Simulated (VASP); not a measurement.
These are PBE GGA, VASP's PBE PAW potentials (set 64) (plane waves; VASP) values and carry that method's errors.

VASP input:

INCAR:
```
SYSTEM = KMgF3
PREC = Accurate
ENCUT = 620
EDIFF = 1E-6
NELM = 100
ALGO = Normal
LREAL = .FALSE.
LASPH = .TRUE.
ISMEAR = 0
SIGMA = 0.05
GGA = PE
LWAVE = .FALSE.
LCHARG = .FALSE.
IBRION = 2
ISIF = 3
NSW = 40
EDIFFG = -0.02
```

File KPOINTS:
```
Automatic
0
gamma
  6 6 6
```

File POSCAR:
```
KMgF3
1.0
  4.0443690776   0.0000000000   0.0000000000
  0.0000000000   4.0443690776   0.0000000000
  0.0000000000   0.0000000000   4.0443690776
K Mg F
1 1 3
Cartesian
  0.0000000000   0.0000000000   0.0000000000
  2.0221845388   2.0221845388   2.0221845388
  2.0221845388   0.0000000000   2.0221845388
  0.0000000000   2.0221845388   2.0221845388
  2.0221845388   2.0221845388   0.0000000000
```

POTCAR, in this order: K_sv Mg F (PBE.64 set). Program: vasp_std.

The resulting files:

OSZICAR:
```
       N       E                     dE             d eps       ncg     rms          rms(c)
DAV:   1     0.273594455966E+03    0.27359E+03   -0.19573E+04   800   0.179E+03
DAV:   2    -0.139190570643E+02   -0.28751E+03   -0.27495E+03  1100   0.409E+02
DAV:   3    -0.262530735165E+02   -0.12334E+02   -0.12303E+02   948   0.846E+01
DAV:   4    -0.266714465184E+02   -0.41837E+00   -0.41775E+00  1404   0.123E+01
DAV:   5    -0.266726611097E+02   -0.12146E-02   -0.12145E-02   940   0.690E-01    0.894E+00
DAV:   6    -0.244706857865E+02    0.22020E+01   -0.96233E+00   884   0.225E+01    0.367E+00
DAV:   7    -0.244600723456E+02    0.10613E-01   -0.23536E-01  1068   0.338E+00    0.232E+00
DAV:   8    -0.244583202108E+02    0.17521E-02   -0.73005E-02   924   0.301E+00    0.273E-01
DAV:   9    -0.244583868607E+02   -0.66650E-04   -0.12564E-02  1032   0.821E-01    0.121E-01
DAV:  10    -0.244587114944E+02   -0.32463E-03   -0.10866E-03  1080   0.266E-01    0.634E-02
DAV:  11    -0.244587479477E+02   -0.36453E-04   -0.17277E-04   960   0.105E-01    0.261E-02
DAV:  12    -0.244587309125E+02    0.17035E-04   -0.91504E-05   944   0.659E-02    0.185E-03
DAV:  13    -0.244587311306E+02   -0.21810E-06   -0.15365E-06   684   0.102E-02
   1 F= -.24458731E+02 E0= -.24458731E+02  d E =-.244587E+02
```

**OUTCAR**
```
------------------------ aborting loop because EDIFF is reached ----------------------------------------
  FORCE on cell =-STRESS in cart. coord.  units (eV):
  Direction    XX          YY          ZZ          XY          YZ          ZX
  --------------------------------------------------------------------------------------
  Total       -0.0361399     -0.0361399     -0.0361399     -0.0000000     -0.0000000      0.0000000
  in kB       -0.8752773     -0.8752773     -0.8752773     -0.0000000     -0.0000000      0.0000000
  external PRESSURE =      -0.8752773 kB  Pullay stress =       0.0000000 kB
  volume of cell :       66.15
      direct lattice vectors                 reciprocal lattice vectors
     4.044369078  0.000000000  0.000000000     0.247257355  0.000000000  0.000000000
     0.000000000  4.044369078  0.000000000     0.000000000  0.247257355  0.000000000
     0.000000000  0.000000000  4.044369078     0.000000000  0.000000000  0.247257355
 POSITION                                       TOTAL-FORCE (eV/Angst)
 -----------------------------------------------------------------------------------
      0.00000      0.00000      0.00000         0.000000      0.000000      0.000000
      2.02218      2.02218      2.02218         0.000000      0.000000      0.000000
      2.02218      0.00000      2.02218         0.000000      0.000000      0.000000
      0.00000      2.02218      2.02218         0.000000      0.000000      0.000000
      2.02218      2.02218      0.00000         0.000000      0.000000      0.000000
 -----------------------------------------------------------------------------------
    total drift:                                0.000000      0.000000      0.000000
  FREE ENERGIE OF THE ION-ELECTRON SYSTEM (eV)
  ---------------------------------------------------
  free  energy   TOTEN  =       -24.4587311306 eV

  energy  without entropy=      -24.4587311306  energy(sigma->0) =      -24.45873113

 reached required accuracy - stopping structural energy minimisation
```
(Selected blocks of OUTCAR.)

The compound is KMgF3 in the cubic perovskite structure. It was relaxed first.
